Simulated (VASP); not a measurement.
Set up this calculation in VASP 6.6.1, as the native input.

* Task: relaxation of cell and atoms
* Functional: PBE
* Potentials or basis: VASP PAW PBE potentials, release 64 (W_sv)
* Cutoff: 600 eV
* k mesh: 16 × 16 × 16
* Occupations: methfessel-paxton, width 0.1 eV
* Spin: no spin polarisation
* Further INCAR settings: ALGO = Normal; EDIFF = 1e-07; IBRION = 2; EDIFFG = -0.005; NSW = 90; ISIF = 3

The structure of W lies in POSCAR:

```
W                                       
1.0
   -1.5923059628      1.5923059628      1.5923059628
    1.5923059628     -1.5923059628      1.5923059628
    1.5923059628      1.5923059628     -1.5923059628
  W             
     1
Direct
     0.0000000000000000    0.0000000000000000    0.0000000000000000
```

The input as run:

INCAR

```
SYSTEM = W
ALGO     = Normal         ! electronic algorithm
EDIFF    = 1E-7           ! SCF threshold, eV
EDIFFG   = -0.005         ! ionic threshold
ENCUT    = 600            ! plane-wave cutoff, eV
GGA      = PE             ! functional
IBRION   = 2              ! ionic algorithm
ISIF     = 3              ! what is computed and relaxed
ISMEAR   = 1              ! smearing method
LASPH    = .TRUE.         ! aspherical terms in the spheres
LCHARG   = .FALSE.        ! write CHGCAR
LREAL    = .FALSE.        ! projectors in reciprocal space
LWAVE    = .FALSE.        ! write WAVECAR
NELM     = 80             ! most SCF steps
NSW      = 90             ! ionic steps
PREC     = Accurate       ! precision mode
SIGMA    = 0.1            ! smearing width, eV
```

KPOINTS

```
k-points
0
G
  16 16 16
  0 0 0
```

Potentials or basis: VASP PAW PBE potentials, release 64 (W_sv).

The run is started by

```bash
$ cat potpaw_PBE.64/W_sv/POTCAR > POTCAR
$ mpirun -np 1 vasp_std > vasp.out
```

It gave:

```yaml
Pressure_after_relaxing: 0.0 GPa
Band_gap_on_the_k_mesh: none (metal or under the smearing width)
```

Caveat: the relaxation stopped at its first step, so nothing moved.

Wall time 16 s on 1 thread of AMD EPYC 9R45 96-Core Processor (Zen 5) (shared host), peak memory 0.13 GiB.
